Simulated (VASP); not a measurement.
Input:

```xyz
1
Lattice="0.0000 2.4884 2.4884 2.4884 0.0000 2.4884 2.4884 2.4884 0.0000" Properties=species:S:1:pos:R:3 pbc="T T T"
Pb     0.0000     0.0000     0.0000
```

The numbers are results of PW91 GGA, VASP's PBE PAW potentials (set 64) (plane waves; VASP), not measurements. Run with 520 eV cut-off, 13×13×13 Γ-centred mesh, first-order Methfessel-Paxton smearing of 0.10 eV, potentials Pb_d.

Unless said otherwise, spin-orbit coupling is left out, though it shifts the bands of the heavy elements here.

Task: What does the run give for the energy per atom (σ→0), pressure, band gap (on the k-mesh) with the smallest direct gap where there is one?

Result: 
* **band gap (on the k-mesh)**: none (metal, semimetal or under 0.01 eV)
* **energy per atom (σ→0)**: -3.590 eV/atom
* **pressure**: 1.55 GPa

Total energies compare only between runs with the same potentials, cut-off and functional.

The compound is Pb in the fcc structure. This cell is one point of a volume scan, at 0.97 of the reference volume.
